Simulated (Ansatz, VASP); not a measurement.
Given: the input of a run of VASP 6.6.1 on ZrOs3.

INCAR

```
  PREC = Accurate
  ENCUT = 550
  EDIFF = 1E-7
  ISMEAR = 0
  SIGMA = 0.05
  LREAL = F
  LASPH = T
  NELM = 100
  ALGO = Normal
  ISIF = 2
  LWAVE = F
  LCHARG = F
  GGA = RP
```

Contents of KPOINTS:

```
Automatic mesh
0
Gamma
  7 7 7
```

POSCAR

```
ZrOs3
1.0
    3.9965870000      0.0000000000      0.0000000000
    0.0000000000      3.9965870000      0.0000000000
    0.0000000000      0.0000000000      3.9965870000
Os Zr
3 1
Cartesian
    0.0000000000      1.9982935000      1.9982935000
    1.9982935000      0.0000000000      1.9982935000
    1.9982935000      1.9982935000      0.0000000000
    0.0000000000      0.0000000000      0.0000000000
```

Potentials or basis: VASP PAW PBE potentials, release 64 (Os_sv_GW, Zr_sv_GW).

Launch:

```bash
$ cat potpaw_PBE.64/Os_sv_GW/POTCAR potpaw_PBE.64/Zr_sv_GW/POTCAR > POTCAR
$ mpirun -np 1 vasp_std > vasp.out
```

Q: Translate it to Ansatz 0.2.0. Potentials there: Ansatz PAW.

A: As run (the cutoff follows the program's own potentials):

Contents of input.yaml:

```yaml
crystal:
  lattice:
    - [3.996587, 0.0, 0.0]
    - [0.0, 3.996587, 0.0]
    - [0.0, 0.0, 3.996587]
  atoms:
    - { symbol: Os, position: [0.0, 0.5, 0.5] }
    - { symbol: Os, position: [0.5, 0.0, 0.5] }
    - { symbol: Os, position: [0.5, 0.5, 0.0] }
    - { symbol: Zr, position: [0.0, 0.0, 0.0] }
hamiltonian:
  xc: rpbe
  pseudopotentials: { kind: paw }
kpoints:
  mp_grid: { grid: [7, 7, 7] }
scf:
  occupations: { method: gaussian, width: 0.05 }
output:
  forces: true
  stress: true
  eigenvalues: true
```

Potentials or basis: Ansatz PAW.

The run is started by

```sh
$ ansatz run input.yaml --threads 1 --pin off --max-ram 3584MiB --backend cpu --events-out ev --progress --plain --runs-dir out
```

Both were run:

|  | VASP | Ansatz | Ansatz less VASP |
| --- | --- | --- | --- |
| gap on the k mesh at the Fermi level (eV) | none | none | - |
| pressure (GPa) | -0.1 | 1.3 | +1.39 |

A gap of «none» marks a metal or a gap that the smearing closes. With one functional, cell and mesh, what is left measures potentials, basis and numerics.

Caveats: the PAW data sets were made with another functional, which shifts forces and pressure a little (VASP); the PAW data sets come from PBE, with cores solved anew for the run's functional, which leaves a small shift of forces and pressure (Ansatz). Spin-orbit coupling is left out, which matters for the levels of Os.
